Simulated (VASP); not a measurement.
NaSe, 8 atoms in the cell. It takes space group P6_3/mmc (No. 194, hexagonal). Conventional cell: a = 4.649 Å, b = 4.649 Å, c = 10.761 Å, α = 90.00°, β = 90.00°, γ = 120.00°. Na (site symmetry -3m) is surrounded by 6 Se at 3.06 Å. Na (site symmetry -6m2) has 6 Se at 2.95 Å as nearest neighbours. Around Se (site symmetry 3m) lie 1 Se at 2.45 Å. The cell comes from a database or a generator and needn't be the stable form of this composition.

| Property | Result |
| --- | --- |
| Program | VASP 6.6.1 |
| Task | single point |
| Functional | PBEsol |
| Potentials or basis | VASP PAW PBE potentials, release 64 (Na_pv, Se) |
| Cutoff | 520 eV |
| k mesh | 4 × 4 × 2 |
| Occupations | gaussian, width 0.01 eV |
| Spin | no spin polarisation |
| Dipole correction | no |
| Further INCAR settings | ALGO = Normal; EDIFF = 1e-07; NBANDS = 36 |

Potentials or basis: VASP PAW PBE potentials, release 64 (Na_pv, Se).

Launch:

```console
$ cat potpaw_PBE.64/Na_pv/POTCAR potpaw_PBE.64/Se/POTCAR > POTCAR
$ mpirun -np 1 vasp_std > vasp.out
```

Hardware: 1 thread of Intel(R) Xeon(R) 6975P-C (Granite Rapids), on a shared host.

Question: Estimate the wall time of this run.

Answer: It took 40 s on 1 thread of Intel(R) Xeon(R) 6975P-C (Granite Rapids), with other jobs on the host, peak memory 0.3 GiB. Counts: scf iterations 15, k points 8.
